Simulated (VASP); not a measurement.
CuAu (L1_0): the cohesive energy from VASP (plane waves, PAW) at several levels of theory. Atoms are spin-polarised in a large box without symmetry, with the spin fixed by Hund's rule, and may not be in the lowest state of each functional; no zero-point energy is added. Spin-orbit coupling is left out, which shifts such energies by up to tenths of an eV for the heavy elements here.

| level | cohesive energy (eV/atom) | error against measurement |
|---|---|---|
| LDA | 4.47 | +19.4 % |
| PBE | 3.32 | -11.4 % |
| PBEsol | 3.94 | +5.2 % |
| SCAN | 3.83 | +2.4 % |

Measured: 3.74 eV/atom (as given by Niraj K. Nepal et al., Physical Review B (2019), arXiv:1905.09348; from measured formation enthalpy and elemental cohesive energies; zero-point energy not added).

The cell of the LDA run:

```xyz
2
Lattice="2.7614 0.0000 0.0000 0.0000 2.7614 0.0000 0.0000 0.0000 3.6315" Properties=species:S:1:pos:R:3 pbc="T T T"
Cu     0.0000     0.0000     0.0000
Au     1.3807     1.3807     1.8157
```

Only levels that ran to the end are used. Left out are those held back, those with too coarse a band path, GW runs whose mesh misses a band edge, hybrids' fits of cells that aren't cubic and levels without matching references; a question may draw on a part of the rest.
